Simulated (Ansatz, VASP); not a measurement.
# Cross-check of ZrB2 between VASP and Ansatz, part 2 of 2

Aim: how closely do two programs agree when they are given the same cell, functional and k mesh? The cell is taken from a series of runs on this material, whose earlier steps may have relaxed, scaled, displaced or heated it; both programs get it as it stands.

VASP 6.6.1 and Ansatz 0.2.0.

So far: The starting structure; VASP: zone-centre phonons, PBE.

### 3. Ansatz: zone-centre phonons, PBE

Level of this step: Ansatz beside VASP: Kohn-Sham DFT, plane waves, PBE (Ansatz).

Ansatz runs on its PAW soft_1 files.

The same cell, functional, mesh and smearing now go to Ansatz, which takes its cutoff from its data sets.

The input, input.yaml:

```yaml
crystal:
  lattice:
    - [3.1715479858, 0.0, 0.0]
    - [-1.5857739929, 2.746641125, 0.0]
    - [0.0, 0.0, 3.5423786531]
  atoms:
    - { symbol: Zr, position: [0.0, 0.0, 0.0] }
    - { symbol: B, position: [0.3333333333, 0.6666666667, 0.5] }
    - { symbol: B, position: [0.6666666667, 0.3333333333, 0.5] }
kpoints:
  mp_grid: { grid: [9, 9, 6] }
hamiltonian:
  xc: pbe
  pseudopotentials: { kind: paw, azcp: { folder: soft_1 } }
scf:
  occupations: { method: methfessel_paxton, width: 0.2 }
output:
  eigenvalues: true
phonons:
  method: dfpt
  qmesh: [3, 3, 2]
  temperatures: { t_max: 1000, t_step: 50 }
  qpath:
    path:
      - [[0.0, 0.0, 0.0], [0.5, 0.0, 0.0], [0.33333333, 0.33333333, 0.0], [0.0, 0.0, 0.0], [0.0, 0.0, 0.5], [0.5, 0.0, 0.5], [0.33333333, 0.33333333, 0.5], [0.0, 0.0, 0.5]]
      - [[0.5, 0.0, 0.5], [0.5, 0.0, 0.0]]
    npoints: 6
  electrical_resistivity:
    mesh: [12, 12, 12]
    temperatures: [20.0, 50.0, 80.0, 100.0, 150.0, 200.0, 273.0, 300.0, 400.0, 500.0, 600.0, 800.0]
  superconductivity: { mesh: [12, 12, 12] }
```

Launch:

```bash
> ansatz run input.yaml --threads 16 --pin off --max-ram 92160MiB --backend cuda --events-out ev --progress --plain --runs-dir out --max-vram 78GiB
```

Numbers of over 12 decimals in the logs are rounded to 6 here.

The log of the run:

```text
Warning: phonons: the dynamical matrix that this run interpolates holds no multipole term above the dipole-dipole one, and a site of this crystal is no centre of inversion, so its interpolated transverse optical and acoustic branches and sound speeds can stay off near Gamma, and the density of states and the thermodynamics with them. What a run solves at a wave vector of phonons.qpoints, Gamma apart, where the deck admits one, is free of this, and under fd what a larger phonons.supercell samples
Engine: ansatz 0.2.0, aarch64-unknown-linux-gnu
Pseudopotentials: kind: paw
Pseudopotential: Zr, paw, valence charge 12, recommended cutoff 420 eV (normal), soft_1/Zr.paw.azcp
Pseudopotential: B, paw, valence charge 3, recommended cutoff 420 eV (normal), soft_1/B.paw.azcp
Functional definition: PBE
  parameter kappa = 0.804
  parameter beta = 0.066725
  exchange = pbe_x(kappa = kappa, mu = beta*pi^2/3)
  correlation = pbe_c(beta = beta)
[...]
Crystal: 3 atoms, lattice volume = 30.858 Å³
Basis set: ecut = 420 eV, 575 PW (Γ), exchange–correlation on 48×48×48 points (8 copies of the dense FFT grid, shifted against one another)
Bands: 13, of which v1, the nominal top of the filled ones, is band 9 counted from 1 (8 counted from 0)
Symmetry: 24 space group operations
k-points: 48 of 486
Non-local potential: Zr, projectors of the file, l = 0: 3, l = 1: 2, l = 2: 2, l = 3: 1
Non-local potential: B, projectors of the file, l = 0: 2, l = 1: 2, l = 2: 1
PAW form: soft (Blöchl's): semilocal exchange-correlation on the pseudo side does not see the compensation charge
PAW one-centre angular grid: Zr, 590 points (default); XC on 64 Gauss nodes
PAW one-centre angular grid: B, 110 points (default); XC on 64 Gauss nodes
Initial density: superposition of atomic densities (chi_scale 0.1, normalization cell, long waves kept (reshape's long-wave potential 0.00 eV rms))
Initial wavefunctions: pseudopotential atomic-orbital guess
[...]
Functional: x = pbe(κ = 0.804, μ = 0.219515), c = pbe(β = 0.066725)
SCF iter   1: F=—  HF=-4499.299391 eV  |F-HF|=—  |Δ(HF+E_count)|=         —  Δρ=5.68e-2  dr2=1.87e0  ethr=3.10e-3  ⟨swp⟩=5.0  Hψ=3050  notcnv=0
preconditioner: auto → none  [metal: Δε(μ)=0.019 eV  Ē_g=16.996 eV  σ=0.200 eV  W_gap=0.08  n_scr=8 (ndim 8)  ℏωp=26.7 eV  f_vac=0.000  D(μ)=0.64/eV (n_scr^D=2)  sad-step TF]
SCF iter   2: F=—  HF=-4498.850482 eV  |F-HF|=—  |Δ(HF+E_count)|=   4.49e-1  S|Δr|=    0.00e0  Δρ=2.80e-2  dr2=4.05e-1  ethr=3.10e-3  ⟨swp⟩=2.3  Hψ=1272  notcnv=0
[...]
SCF iter   8: F=-4498.738296 eV  HF=-4498.738296 eV  |F-HF|=3.64e-12  |Δ(HF+E_count)|=  3.64e-12  S|Δr|=    0.00e0  Δρ=1.41e-7  dr2=5.57e-12  ethr=1.00e-12  ⟨swp⟩=3.7  Hψ=2863  notcnv=0
SCF 1 converged in 8 iterations: F = -4498.738296 eV  dr2 = 5.57e-12
  greatest PAW one-centre occupation: 0.997 electrons in one spin orbital (limit 2), on the Zr atom at site 0 (counted from 0), in its partial waves of l = 0
[...]
iter 1 solved again at ethr=8.96e-8 eV; its pass at ethr=3.10e-3 eV (dr2=1.61e-5 eV) is discarded
SCF iter   1: F=—  HF=-4498.738288 eV  |F-HF|=—  |Δ(HF+E_count)|=         —  Δρ=1.06e-6  dr2=5.77e-11  ethr=8.96e-8  ⟨swp⟩=3.1  Hψ=4957  notcnv=0
eigensolver tolerance schedule: the retry pair's looser diagonalisation over-reported the residual by 279469.12 of it (diagonalisation noise at an unbounded share of the residual, at the tolerance the schedule requests for it); recorded, not acted on — ethr = c·dr2/N_el stays at c = 1.0e-1
preconditioner: auto → none  [insulator: Δε(μ)=0.165 eV  Ē_g=8.825 eV  σ=0.200 eV  W_gap=0.64  n_scr=8 (ndim 8)  ℏωp=21.1 eV  f_vac=0.000  D(μ)=0.47/eV (n_scr^D=0)  ε∞_Penn≈6.7]
SCF iter   2: F=—  HF=-4498.738296 eV  |F-HF|=—  |Δ(HF+E_count)|=   7.97e-6  S|Δr|=    0.00e0  Δρ=5.73e-7  dr2=2.66e-11  ethr=1.00e-12  ⟨swp⟩=3.0  Hψ=1413  notcnv=0
SCF iter   3: F=-4498.738296 eV  HF=-4498.738296 eV  |F-HF|=5.46e-12  |Δ(HF+E_count)|=  3.64e-12  S|Δr|=    0.00e0  Δρ=3.87e-7  dr2=9.74e-12  ethr=1.00e-12  ⟨swp⟩=2.2  Hψ=2205  notcnv=0
SCF 2 converged in 3 iterations: F = -4498.738296 eV  dr2 = 9.74e-12
[...]
SCF 3 converged in 8 iterations: F = -4498.738296 eV  dr2 = 5.52e-12
[...]
SCF converged after 8 iterations
[...]
mean free path at 80 K (of a tensor a third of its trace): 1364 nm by what each carries, 1112 by the Fermi surface alone
  Hall coefficient in a weak field at 80 K (a third of the trace): -2.468e-9 m³/C (as a tensor it moves by 8.2 % between the two finest meshes); by each state's relaxation time: -2.475e-9 m³/C; by a constant relaxation time: -2.063e-9 m³/C
  mean free path at 100 K (of a tensor a third of its trace): 620 nm by what each carries, 518 by the Fermi surface alone
  Hall coefficient in a weak field at 100 K (a third of the trace): -2.397e-9 m³/C (as a tensor it moves by 6.9 % between the two finest meshes); by each state's relaxation time: -2.357e-9 m³/C; by a constant relaxation time: -2.063e-9 m³/C
  mean free path at 150 K (of a tensor a third of its trace): 201 nm by what each carries, 177 by the Fermi surface alone
  Hall coefficient in a weak field at 150 K (a third of the trace): -2.266e-9 m³/C (as a tensor it moves by 5.5 % between the two finest meshes); by each state's relaxation time: -2.172e-9 m³/C; by a constant relaxation time: -2.065e-9 m³/C
  mean free path at 200 K (of a tensor a third of its trace): 105 nm by what each carries, 95.5 by the Fermi surface alone
  Hall coefficient in a weak field at 200 K (a third of the trace): -2.189e-9 m³/C (as a tensor it moves by 5.1 % between the two finest meshes); by each state's relaxation time: -2.081e-9 m³/C; by a constant relaxation time: -2.068e-9 m³/C
  mean free path at 273 K (of a tensor a third of its trace): 57.7 nm by what each carries, 53.6 by the Fermi surface alone
  Hall coefficient in a weak field at 273 K (a third of the trace): -2.116e-9 m³/C (as a tensor it moves by 5.1 % between the two finest meshes); by each state's relaxation time: -2.005e-9 m³/C; by a constant relaxation time: -2.071e-9 m³/C
  mean free path at 300 K (of a tensor a third of its trace): 49.0 nm by what each carries, 45.7 by the Fermi surface alone
  Hall coefficient in a weak field at 300 K (a third of the trace): -2.097e-9 m³/C (as a tensor it moves by 5.2 % between the two finest meshes); by each state's relaxation time: -1.986e-9 m³/C; by a constant relaxation time: -2.073e-9 m³/C
  mean free path at 400 K (of a tensor a third of its trace): 31.2 nm by what each carries, 29.6 by the Fermi surface alone
  Hall coefficient in a weak field at 400 K (a third of the trace): -2.058e-9 m³/C (as a tensor it moves by 5.7 % between the two finest meshes); by each state's relaxation time: -1.948e-9 m³/C; by a constant relaxation time: -2.077e-9 m³/C
  mean free path at 500 K (of a tensor a third of its trace): 23.0 nm by what each carries, 22.0 by the Fermi surface alone
  Hall coefficient in a weak field at 500 K (a third of the trace): -2.047e-9 m³/C (as a tensor it moves by 6.3 % between the two finest meshes); by each state's relaxation time: -1.935e-9 m³/C; by a constant relaxation time: -2.077e-9 m³/C
  mean free path at 600 K (of a tensor a third of its trace): 18.4 nm by what each carries, 17.6 by the Fermi surface alone
  Hall coefficient in a weak field at 600 K (a third of the trace): -2.047e-9 m³/C (as a tensor it moves by 6.9 % between the two finest meshes); by each state's relaxation time: -1.932e-9 m³/C; by a constant relaxation time: -2.071e-9 m³/C
  mean free path at 800 K (of a tensor a third of its trace): 13.2 nm by what each carries, 12.6 by the Fermi surface alone
  Hall coefficient in a weak field at 800 K (a third of the trace): -2.042e-9 m³/C (as a tensor it moves by 8.1 % between the two finest meshes); by each state's relaxation time: -1.918e-9 m³/C; by a constant relaxation time: -2.040e-9 m³/C
  the resistivity times a path that all electrons share, by the Fermi surface of the deck's mesh alone (a third of the trace): 2.513e-15 Ω·m²
  not converged in the mesh (λ; λ_tr; the resistivity at 20 K by 95.51 %; the resistivity at 50 K by 42.68 %; the resistivity at 80 K by 27.65 %; the resistivity at 100 K by 23.98 %; the resistivity at 150 K by 19.57 %; the resistivity at 200 K by 17.38 %; the resistivity at 273 K by 15.41 %; the resistivity at 300 K by 14.88 %; the resistivity at 400 K by 13.47 %; the resistivity at 500 K by 12.53 %; the resistivity [...]
  vibrations of 18 cells: unjudged by the run; compare a larger repeat
  the changes of the potential over all sites missed a rigid shift's by 0.00 % (the site terms' by 0.00 %)
  between the force constants' wavevectors the phonons are obtained by Fourier interpolation alone: along a vector of fewer than three repeats the shortest translation of the supercell is 7.085 Å, and under 7.500 Å the phonon self-energy is left out by default: enlarge phonons.supercell (under dfpt, phonons.qmesh)
[the section on superconductivity is kept apart]
```

The column dr2 measures how far the density is from self-consistency, as an energy; F and HF (Harris–Foulkes) agree once it is small.

### 4. Side by side

Known differences besides the potentials themselves: VASP's run holds the zone centre alone; the cutoff is 420 eV in Ansatz and 500 eV in VASP. Total energies have different zeros and are not compared.

Compared:

```
                  quantity  Ansatz   VASP  difference
optical mode 1 to 2 (cm⁻¹)   445.7  446.2     -0.11 %
     optical mode 3 (cm⁻¹)   465.7  467.0     -0.27 %
     optical mode 4 (cm⁻¹)   531.4  534.3     -0.55 %
optical mode 5 to 6 (cm⁻¹)   766.0  767.4     -0.19 %
```

Modes are paired by rising frequency, not by their patterns, so a pair may set unlike modes beside each other; they are those without the splitting of longitudinal modes.

### 5. Summary of results

| Property | Result |
| --- | --- |
| r.m.s. difference of the optical zone-centre modes, each program's sorted by frequency (zone-centre phonons, PBE) | 1.6 cm⁻¹ |
| difference in optical mode 4 (zone-centre phonons, PBE) | -0.5 % |

What this shows: The r.m.s. difference of the optical zone-centre modes, each program's sorted by frequency is 1.6 cm⁻¹ (zone-centre phonons, PBE). Among the rows given in per cent, the largest difference of the zone-centre phonons, PBE pair is in optical mode 4, -0.5 %. How closely two codes agree says nothing of how well the functional describes the real material.

[Lines on the potential files, build, host, timing and source positions are cut from VASP's logs without a mark.]

[Logs are printed without paths, hosts, clocks, repeated set-up lines and the standing remarks that a program may print on its own settings, such as how far it seeks lower states.]

[Hosts, paths, dates, database ids (printed as entryN), source tags and the programs' standing remarks are cut or masked in the printed files.]
